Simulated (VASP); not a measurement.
VASP ran on this input.

INCAR:
```
SYSTEM = V
PREC = Accurate
ENCUT = 400
EDIFF = 1E-6
NELM = 100
ALGO = Normal
LREAL = .FALSE.
LASPH = .TRUE.
ISMEAR = 0
SIGMA = 0.001
GGA = PE
LMAXMIX = 4
LWAVE = .FALSE.
LCHARG = .FALSE.
ISIF = 2
```

File KPOINTS:
```
Automatic mesh
0
Gamma
4 4 4
0 0 0
```

File POSCAR:
```
V
1
   -1.5453000000     1.5453000000     1.5453000000
    1.5453000000    -1.5453000000     1.5453000000
    1.5453000000     1.5453000000    -1.5453000000
V
1
Direct
  0.0000000000   0.0000000000   0.0000000000
```

POTCAR, in this order: V_sv (PBE.64 set). Program: vasp_std.

The run wrote:

**standard output**
```
 POSCAR found type information on POSCAR V
 POSCAR found :  1 types and       1 ions
 Reading from existing POTCAR
 Reading from existing POTCAR
 LDA part: xc-table for (Slater+PW92), standard interpolation
 POSCAR, INCAR and KPOINTS ok, starting setup
 WAVECAR not read
 entering main loop
       N       E                     dE             d eps       ncg     rms          rms(c)
DAV:   1     0.711286250649E+02    0.71129E+02   -0.63686E+03   160   0.118E+03
DAV:   2    -0.938415432598E+01   -0.80513E+02   -0.79609E+02   168   0.335E+02
DAV:   3    -0.104382370093E+02   -0.10541E+01   -0.10518E+01   170   0.451E+01
DAV:   4    -0.104442847282E+02   -0.60477E-02   -0.60476E-02   170   0.376E+00
DAV:   5    -0.104443522120E+02   -0.67484E-04   -0.67483E-04   168   0.377E-01    0.162E+01
DAV:   6    -0.905183502406E+01    0.13925E+01   -0.66332E+00   160   0.371E+01    0.130E+00
DAV:   7    -0.903272755758E+01    0.19107E-01   -0.28404E-02   160   0.278E+00    0.763E-01
DAV:   8    -0.902274406294E+01    0.99835E-02   -0.67843E-03   164   0.134E+00    0.503E-02
DAV:   9    -0.902278401515E+01   -0.39952E-04   -0.63004E-05   160   0.120E-01    0.318E-02
DAV:  10    -0.902279338827E+01   -0.93731E-05   -0.71316E-06   160   0.310E-02    0.596E-03
DAV:  11    -0.902279277850E+01    0.60976E-06   -0.63452E-07    80   0.115E-02
   1 F= -.90227928E+01 E0= -.90227410E+01  d E =-.103469E-03
```

OUTCAR:
```
------------------------ aborting loop because EDIFF is reached ----------------------------------------
  FORCE on cell =-STRESS in cart. coord.  units (eV):
  Direction    XX          YY          ZZ          XY          YZ          ZX
  --------------------------------------------------------------------------------------
  Total       -1.5106594     -1.5106594     -1.5106594     -0.0000000      0.0000000     -0.0000000
  in kB     -163.9754160   -163.9754160   -163.9754160     -0.0000000      0.0000000     -0.0000000
  external PRESSURE =    -163.9754160 kB  Pullay stress =       0.0000000 kB
  volume of cell :       14.76
      direct lattice vectors                 reciprocal lattice vectors
    -1.545300000  1.545300000  1.545300000     0.000000000  0.323561768  0.323561768
     1.545300000 -1.545300000  1.545300000     0.323561768  0.000000000  0.323561768
     1.545300000  1.545300000 -1.545300000     0.323561768  0.323561768  0.000000000
 POSITION                                       TOTAL-FORCE (eV/Angst)
 -----------------------------------------------------------------------------------
      0.00000      0.00000      0.00000         0.000000     -0.000000      0.000000
 -----------------------------------------------------------------------------------
    total drift:                                0.000000     -0.000000      0.000000
  FREE ENERGIE OF THE ION-ELECTRON SYSTEM (eV)
  ---------------------------------------------------
  free  energy   TOTEN  =        -9.0227927785 eV

  energy  without entropy=       -9.0226893093  energy(sigma->0) =       -9.02274104
```
(Selected blocks of OUTCAR.)

Question: The run ends quietly. Is anything wrong with it?

Answer: The cause: a metal was run with a tiny SIGMA on a coarse mesh. The run ends without an error. Against the sound run, the energy per atom (σ→0) decreases by 0.098 eV/atom; the pressure falls by 1.08 GPa. To mend it, set ISMEAR = 1, set SIGMA = 0.1, correct KPOINTS.
### KPOINTS
```
Automatic mesh
0
Gamma
12 12 12
0 0 0
```
The mended run (PBE GGA, plane waves, VASP's PBE PAW potentials (set 64)) converges, and its OSZICAR ends with
```
   1 F= -.89245913E+01 E0= -.89247029E+01  d E =0.334628E-03
```

The compound is V in the bcc structure. The cell was not relaxed at this level. The run is not spin-polarised, so no magnetic state was tried.
